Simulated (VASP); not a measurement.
Output of a VASP run:

OUTCAR:
```
 ion  position               nearest neighbor table
   1  0.667  0.333  0.000-   4 3.04   4 3.04   4 3.04   3 3.04
   2  0.333  0.667  0.500-   3 3.04   3 3.04   3 3.04   4 3.04
   3  0.667  0.333  0.625-   2 3.04   2 3.04   2 3.04   1 3.04
   4  0.333  0.667  0.125-   1 3.04   1 3.04   1 3.04   2 3.04
  LATTYP: Found a hexagonal cell.
 ALAT       =     4.9572840000
 C/A-ratio  =     1.6377691897
 Subroutine PRICEL returns:
 Original cell was already a primitive cell.
 Subroutine GETGRP returns: Found 12 space group operations
The static configuration has the point symmetry C_3v.
 The point group associated with its full space group is C_6v.
The dynamic configuration has the point symmetry C_3v.
 Subroutine INISYM returns: Found 12 space group operations
 Subroutine IBZKPT returns following result:
 Found     14 irreducible k-points:

 Following reciprocal coordinates:
            Coordinates               Weight
  0.000000  0.000000  0.000000      1.000000
  0.166667 -0.000000  0.000000      6.000000
  0.333333 -0.000000  0.000000      6.000000
  0.500000 -0.000000  0.000000      3.000000
  0.166667  0.166667  0.000000      6.000000
  0.333333  0.166667  0.000000     12.000000
  0.333333  0.333333  0.000000      2.000000
  0.000000  0.000000  0.333333      2.000000
  0.166667 -0.000000  0.333333     12.000000
  0.333333 -0.000000  0.333333     12.000000
  0.500000 -0.000000  0.333333      6.000000
  0.166667  0.166667  0.333333     12.000000
  0.333333  0.166667  0.333333     24.000000
  0.333333  0.333333  0.333333      4.000000
   k-points           NKPTS =     14   k-points in BZ     NKDIM =     14   number of bands    NBANDS=     18
   number of dos      NEDOS =    301   number of ions     NIONS =      4
   total plane-waves  NPLWV =  55296
   dimension x,y,z NGX =    32 NGY =   32 NGZ =   54
   dimension x,y,z NGXF=    64 NGYF=   64 NGZF=  108
   ions per type =               2   2
   PREC   = accura    normal or accurate (medium, high low for compatibility)
   ISTART =      0    job   : 0-new  1-cont  2-samecut
   ICHARG =      2    charge: 1-file 2-atom 10-const
   ISPIN  =      1    spin polarized calculation?
   LNONCOLLINEAR =      F non collinear calculations
   LSORBIT =      F    spin-orbit coupling
   INIWAV =      1    electr: 0-lowe 1-rand  2-diag
   ENCUT  =  400.0 eV  29.40 Ry    5.42 a.u.   8.08  8.08 13.24*2*pi/ulx,y,z
   NELM   =    100;   NELMIN=  2; NELMDL= -5     # of ELM steps
   EDIFF  = 0.1E-05   stopping-criterion for ELM
   LREAL  =      F    real-space projection
   NLSPLINE    = F    spline interpolate recip. space projectors
   LMAXMIX     =    6 max onsite mixed and CHGCAR
   VOSKOWN=      0    Vosko Wilk Nusair interpolation
   EDIFFG = 0.1E-04   stopping-criterion for IOM
   NSW    =      0    number of steps for IOM
   NBLOCK =      1;   KBLOCK =      1    inner block; outer block
   IBRION =     -1    ionic relax: 0-MD 1-quasi-New 2-CG
   NFREE  =      0    steps in history (QN), initial steepest desc. (CG)
   ISIF   =      2    stress and relaxation
   ISYM   =      2    0-nonsym 1-usesym 2-fastsym
   TEIN   =    0.0    initial temperature
   TEBEG  =    0.0;   TEEND  =   0.0 temperature during run
   SMASS  =  -3.00    Nose mass-parameter (am)
   PSTRESS=    0.0 pullay stress
   NELECT =      28.0000    total number of electrons
   EFERMI =   0.00;   METHOD = LEGACY
   ISMEAR =     1;   SIGMA  =   0.10  broadening in eV -4-tet -1-fermi 0-gaus
   IALGO  =     38    algorithm
   LDIAG  =      T    sub-space diagonalisation (order eigenvalues)
   IMIX   =      4    mixing-type and parameters
     AMIX     =   0.40;   BMIX     =  1.00
     AMIX_MAG =   1.60;   BMIX_MAG =  1.00
     AMIN     =   0.10
   GGA     = PE    functional components
   VOSKOWN =     0    Vosko Wilk Nusair interpolation
   LHFCALC =     F    Hartree Fock is set to
   LHFONE  =     F    Hartree Fock one center treatment
   AEXX    =    0.0000 exact exchange contribution
   IVDW    =     0    specifies the selected vdW correction
...
```

OSZICAR:
```
       N       E                     dE             d eps       ncg     rms          rms(c)
DAV:   1     0.975856787276E+02    0.97586E+02   -0.10660E+04   536   0.103E+03
DAV:   2    -0.135023496477E+02   -0.11109E+03   -0.10735E+03   626   0.244E+02
DAV:   3    -0.205324113654E+02   -0.70301E+01   -0.69912E+01   636   0.462E+01
DAV:   4    -0.206956067967E+02   -0.16320E+00   -0.16306E+00   742   0.790E+00
DAV:   5    -0.206972382049E+02   -0.16314E-02   -0.16313E-02   726   0.879E-01    0.258E+01
DAV:   6    -0.199399824776E+02    0.75726E+00   -0.22304E+00   566   0.533E+00    0.161E+01
DAV:   7    -0.199496455032E+02   -0.96630E-02   -0.14353E+00   670   0.470E+00    0.136E+00
DAV:   8    -0.199103906656E+02    0.39255E-01   -0.38829E-01   600   0.247E+00    0.291E-01
DAV:   9    -0.199111555665E+02   -0.76490E-03   -0.13515E-02   672   0.635E-01    0.238E-01
DAV:  10    -0.199116949152E+02   -0.53935E-03   -0.54223E-04   686   0.109E-01    0.993E-02
DAV:  11    -0.199122599577E+02   -0.56504E-03   -0.86497E-04   552   0.138E-01    0.797E-02
DAV:  12    -0.199122819908E+02   -0.22033E-04   -0.31368E-05   728   0.261E-02    0.112E-02
DAV:  13    -0.199122916862E+02   -0.96954E-05   -0.20540E-05   552   0.171E-02    0.706E-03
DAV:  14    -0.199122912107E+02    0.47555E-06   -0.31519E-06   624   0.748E-03
   1 F= -.19912291E+02 E0= -.19914151E+02  d E =0.558069E-02
```

File OUTCAR:
```
------------------------ aborting loop because EDIFF is reached ----------------------------------------
  FORCE on cell =-STRESS in cart. coord.  units (eV):
  Direction    XX          YY          ZZ          XY          YZ          ZX
  --------------------------------------------------------------------------------------
  Total       -0.5461173     -0.5461173     -1.6625081      0.0000000      0.0000000      0.0000000
  in kB       -5.0638609     -5.0638612    -15.4155704      0.0000000      0.0000000      0.0000000
  external PRESSURE =      -8.5144309 kB  Pullay stress =       0.0000000 kB
  volume of cell :      172.79
      direct lattice vectors                 reciprocal lattice vectors
     4.957284000  0.000000000  0.000000000     0.201723363  0.116465035  0.000000000
    -2.478642000  4.293134000  0.000000000     0.000000000  0.232930069  0.000000000
     0.000000000  0.000000000  8.118887000     0.000000000  0.000000000  0.123169592
 POSITION                                       TOTAL-FORCE (eV/Angst)
 -----------------------------------------------------------------------------------
      2.47864      1.43104      0.00000        -0.000000      0.000000      0.098738
     -0.00000      2.86209      4.05944         0.000000     -0.000000      0.098738
      2.47864      1.43104      5.07593        -0.000000      0.000000     -0.098738
     -0.00000      2.86209      1.01648        -0.000000      0.000000     -0.098738
 -----------------------------------------------------------------------------------
    total drift:                                0.000140     -0.000081      0.001311
  FREE ENERGIE OF THE ION-ELECTRON SYSTEM (eV)
  ---------------------------------------------------
  free  energy   TOTEN  =       -19.9122912107 eV

  energy  without entropy=      -19.9178719032  energy(sigma->0) =      -19.91415144
```
(Selected blocks of OUTCAR.)

POSCAR:
```
TbSb
1
    4.9572840000     0.0000000000     0.0000000000
   -2.4786420000     4.2931340000     0.0000000000
    0.0000000000     0.0000000000     8.1188870000
Tb Sb
2 2
Direct
  0.6666670000   0.3333330000   0.0000000000
  0.3333330000   0.6666670000   0.5000000000
  0.6666670000   0.3333330000   0.6252000000
  0.3333330000   0.6666670000   0.1252000000
```

Reconstruct the remaining input files.

This is not unique; one that fits is the input of the run itself, PBE GGA, plane waves, VASP's PBE PAW potentials (set 64).

INCAR:
```
# general
SYSTEM =TbSb
PREC   =Accurate
ENCUT  =400
LREAL  =.False.
LASPH  =.True.

# electronic loop
EDIFF  =1E-6
NELM   =100
ALGO   =Normal
LMAXMIX=6

# smearing
ISMEAR =1
SIGMA  =0.1

# functional
GGA    =PE

# ions
ISIF   =2

# output
LWAVE  =.False.
LCHARG =.False.
```

File KPOINTS:
```
Automatic mesh
0
Gamma
 6 6 3
0 0 0
```

POTCAR, in this order: Tb_3 Sb (PBE.64 set). Program: vasp_std.

The 4f electrons are frozen in the core of the lanthanide potential, so 4f levels, which can set the real gap, and their magnetism are missing.

The structure was generated: TbSb was put into the wurtzite type (P6_3mc), which need not be its known phase. The cell was not relaxed at this level.
